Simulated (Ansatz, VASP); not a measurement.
# Ru (Ruthenium): VASP beside Ansatz, part 2 of 2

One calculation is typed for both programs; each brings its own data sets. How far apart do they land? The cell is taken from a series of runs on this material, whose earlier steps may have relaxed, scaled, displaced or heated it; both programs get it as it stands.

VASP 6.6.1 and Ansatz 0.2.0.

So far: The structure; VASP: zone-centre phonons, PBE.

**3. Ansatz: zone-centre phonons, PBE**

Level of this step: Ansatz beside VASP: Kohn-Sham DFT, plane waves, PBE (Ansatz).

Ansatz runs on its default PAW (the set named soft_2) files.

The same cell, functional, mesh and smearing now go to Ansatz, which takes its cutoff from its data sets.

File input.yaml:

```yaml
crystal:
  lattice:
    - [2.7213785409, 0.0, 0.0]
    - [-1.3606892705, 2.3567829497, 0.0]
    - [0.0, 0.0, 4.2924870111]
  atoms:
    - { symbol: Ru, position: [0.3333333333, 0.6666666667, 0.25] }
    - { symbol: Ru, position: [0.6666666667, 0.3333333333, 0.75] }
kpoints:
  mp_grid: { grid: [21, 21, 12] }
hamiltonian:
  xc: pbe
scf:
  occupations: { method: methfessel_paxton, width: 0.2 }
output:
  eigenvalues: true
phonons:
  method: dfpt
```

The run is started by

```sh
> ansatz run input.yaml --threads 4 --pin off --max-ram 14336MiB --backend cpu --events-out ev --progress --plain --runs-dir out
```

Numbers of over 12 decimals in the logs are rounded to 6 here.

What it wrote:

```text
zone centre: on kpoints.mp_grid the ground state, and the responses unless they are solved on pairs of k-points, stand on 847 of the mesh's 5292 k-points, reduced under 4 symmetry operations, with k and −k counted as one. Each operation leaves every solved displacement unchanged or reverses it
Engine: ansatz 0.2.0, aarch64-unknown-linux-gnu
Pseudopotentials: kind: paw
Pseudopotential: Ru, paw, valence charge 16, recommended cutoff 420 eV (normal), Ru.paw.azcp
Functional definition: PBE
  parameter kappa = 0.804
  parameter beta = 0.066725
  exchange = pbe_x(kappa = kappa, mu = beta*pi^2/3)
  correlation = pbe_c(beta = beta)
Crystal: 2 atoms, lattice volume = 27.531 Å³
Basis set: ecut = 420 eV, 537 PW (Γ), exchange–correlation on 40×40×60 points (8 copies of the dense FFT grid, shifted against one another)
Bands: 20, of which v1, the nominal top of the filled ones, is band 16 counted from 1 (15 counted from 0)
Symmetry: 24 space group operations
k-points: 847 of 5292 (irreducible under 4 space group operations, time reversal used)
Non-local potential: Ru, projectors of the file, l = 0: 3, l = 1: 2, l = 2: 2, l = 3: 1
PAW form: soft (Blöchl's): semilocal exchange-correlation on the pseudo side does not see the compensation charge
PAW one-centre angular grid: Ru, 590 points (default); XC on 64 Gauss nodes
Initial density: superposition of atomic densities (neutral atoms: chi_scale 0, normalization atom), corrected by the library's trained network
Initial wavefunctions: pseudopotential atomic-orbital guess
Functional: x = pbe(κ = 0.804, μ = 0.219515), c = pbe(β = 0.066725)
SCF iter   1: F=—  HF=-11757.373094 eV  |F-HF|=—  |Δ(HF+E_count)|=         —  Δρ=6.41e-3  dr2=2.25e-3  ethr=1.77e-3  ⟨swp⟩=5.0  Hψ=150608  notcnv=0  defer=84
automatic band count: the SCF goes on with 24 bands, as 20 were too few: the levels above may hold too much charge
preconditioner: auto → none  [metal: Δε(μ)=0.002 eV  Ē_g=11.378 eV  σ=0.200 eV  W_gap=0.01  n_scr=8 (ndim 8)  ℏωp=28.3 eV  f_vac=0.000  D(μ)=1.81/eV (n_scr^D=22)  sad-step TF]
SCF iter   2: F=—  HF=-11757.375176 eV  |F-HF|=—  |Δ(HF+E_count)|=   2.08e-3  S|Δr|=    0.00e0  Δρ=3.76e-3  dr2=8.09e-4  ethr=7.04e-6  ⟨swp⟩=2.0  Hψ=35328  notcnv=0  defer=84
SCF iter   3: F=—  HF=-11757.376293 eV  |F-HF|=—  |Δ(HF+E_count)|=   1.12e-3  S|Δr|=    0.00e0  Δρ=2.90e-4  dr2=8.27e-6  ethr=2.53e-6  ⟨swp⟩=2.2  Hψ=25999  notcnv=0  defer=84
SCF iter   4: F=—  HF=-11757.376294 eV  |F-HF|=—  |Δ(HF+E_count)|=   1.60e-7  S|Δr|=    0.00e0  Δρ=1.20e-4  dr2=6.64e-7  ethr=2.58e-8  ⟨swp⟩=2.0  Hψ=31923  notcnv=0  defer=84
SCF iter   5: F=—  HF=-11757.376294 eV  |F-HF|=—  |Δ(HF+E_count)|=   9.62e-7  S|Δr|=    0.00e0  Δρ=3.68e-5  dr2=4.83e-8  ethr=2.08e-9  ⟨swp⟩=3.0  Hψ=31502  notcnv=0  defer=84
SCF iter   6: F=—  HF=-11757.376295 eV  |F-HF|=—  |Δ(HF+E_count)|=   1.33e-7  S|Δr|=    0.00e0  Δρ=2.43e-6  dr2=3.46e-10  ethr=1.51e-10  ⟨swp⟩=2.5  Hψ=29154  notcnv=0  defer=84
SCF iter   7: F=—  HF=-11757.376295 eV  |F-HF|=—  |Δ(HF+E_count)|=  2.22e-10  S|Δr|=    0.00e0  Δρ=5.55e-7  dr2=1.46e-11  ethr=1.08e-12  ⟨swp⟩=2.6  Hψ=31615  notcnv=0  defer=84
SCF iter   8: F=-11757.376295 eV  HF=-11757.376295 eV  |F-HF|=1.82e-12  |Δ(HF+E_count)|=  5.46e-12  S|Δr|=    0.00e0  Δρ=1.28e-7  dr2=7.89e-13  ethr=1.00e-12  ⟨swp⟩=8.1  Hψ=88924  notcnv=0
SCF 1 converged in 8 iterations: F = -11757.376295 eV  dr2 = 7.89e-13
  greatest PAW one-centre occupation: 0.998 electrons in one spin orbital (limit 2), on the Ru atom at site 1 (counted from 0), in its partial waves of l = 0
DFPT response loops at Γ: preconditioner auto → Kerker (q_TF=auto, 2.798 Å⁻¹) (partly filled bands, converged f_vac=0.000); β = 1.00, the filter's whole step (`scf.mixing.beta` (0.50) is not read by the response loops under this deck's `scf.mixing.preconditioner`; to damp them name `kerker` or `kerker_dos`, under which they read `scf.mixing.beta`, and type it under 1.00, their step now; both keys bind the ground state too); Broyden in place of MSR1
SCF converged after 8 iterations
Stability not checked: this state was not tested for a lower state beside it, because cold or Methfessel-Paxton smearing, or corrected tetrahedra, fill the levels in a way that the test cannot read (fill_not_monotonic; see scf.lower_state_search)
Free energy (F): -11757.376295 eV
Harris-Foulkes:  -11757.376295 eV  (|F-HF|=1.82e-12)
Internal energy: -11757.374597 eV  (E = F + TS)
E sigma→0 (E₀):  -11757.375870 eV
Entropy (-TS):   -0.001698 eV (-0.849 meV/atom)
Fermi energy:    23.139152 eV
--- Per-component energies (eV) ---
  E_band       = -117.474134
  E_kinetic    = 1027.676831
  E_local      = -2544.316247  (includes V_loc(G=0)·N_el)
  E_nonlocal   = 685.793336
  E_hartree    = 817.391491
  E_xc         = -381.012525
  E_vxc        = -478.344428  (∫ρ·V_xc dr)
  E_paw        = -6921.289587  (= ΣΔE_a)
  E_vpaw       = -443.066209  (= ΣTr[D̂ρ^β])
  E_aug_tail   = -0.000379  (compensation charges beyond the density's cutoff)
  E_ewald      = -4441.617516
  E_smearing   = -0.001698  (= −TS)
  E_closure    = -0.000000  (closes the sum)
  Σ components = -11757.376295   (vs F -11757.376295, Δ=0.00e0)
--- Band table (eV; the first three rows and the last of 847) ---
  k-point 0: bands = [... 12 lower, 20.7853, 21.2549, 21.2549, 21.7403, 21.7403, 24.2868, 24.2868, 24.4409, ... 4 higher]
  k-point 1: bands = [... 12 lower, 20.7462, 21.2080, 21.2080, 21.8525, 21.8525, 24.1727, 24.2925, 24.2925, ... 4 higher]
  k-point 2: bands = [... 12 lower, 20.6378, 21.0809, 21.0809, 22.1336, 22.1336, 23.4851, 24.2946, 24.2946, ... 4 higher]
  k-point 846: bands = [... 12 lower, 20.4374, 20.4374, 21.7217, 21.7217, 24.7769, 24.7769, 27.5790, 27.5790, ... 4 higher]
--- Phonons (Γ-DFPT): 2 representative perturbations + reference, on 847 of 5292 k-points (Σ response iterations 7) ---
  k mesh reduced under 4 symmetry operations, with k and −k counted as one. Each operation leaves every solved displacement unchanged or reverses it
  ASR residual: 1.028e-4 → 0.000e0 eV/Å²; symmetrization residual: 8.808e-10 eV/Å²
  ASR residual per site (eV/Å²): 1.03e-4 1.03e-4
  Γ frequencies (cm⁻¹): 0.00 0.00 0.00 197.00 197.00 253.92
  non-analytic LO–TO correction: not included (Born effective charges unavailable; polar crystals: no LO–TO splitting at Γ)
```

The column dr2 measures how far the density is from self-consistency, as an energy; F and HF (Harris–Foulkes) agree once it is small.

**4. Comparison**

Known differences besides the potentials themselves: the data sets hold 32 valence electrons in Ansatz (on its default PAW (the set named soft_2) files) and 28 in VASP; the cutoff is 420 eV in Ansatz and 500 eV in VASP. Total energies have different zeros and are not compared.

Both answers:

| quantity | Ansatz | VASP | difference |
| --- | --- | --- | --- |
| optical mode 1 to 2 (cm⁻¹) | 197.0 | 197.2 | -0.09 % |
| optical mode 3 (cm⁻¹) | 253.9 | 254.7 | -0.30 % |

Modes are paired by rising frequency, not by their patterns, so a pair may set unlike modes beside each other; they are those without the splitting of longitudinal modes.

**5. Outcome**

| Property | Result |
| --- | --- |
| r.m.s. difference of the optical zone-centre modes, each program's sorted by frequency (zone-centre phonons, PBE) | 0.47 cm⁻¹ |

What this shows: The r.m.s. difference of the optical zone-centre modes, each program's sorted by frequency is 0.47 cm⁻¹ (zone-centre phonons, PBE). The data sets hold unlike numbers of valence electrons (32 in Ansatz and 28 in VASP), so part of the differences comes from the potentials. Such differences can come from data sets, numerical settings and the points named under the comparisons, not from the functional's error against experiment.

[Lines on the potential files, build, host, timing and source positions are cut from VASP's logs without a mark.]

[Logs are printed without paths, hosts, clocks, repeated set-up lines and the standing remarks that a program may print on its own settings, such as how far it seeks lower states.]

[Hosts, paths, dates, database ids (printed as entryN), source tags and the programs' standing remarks are cut or masked in the printed files.]
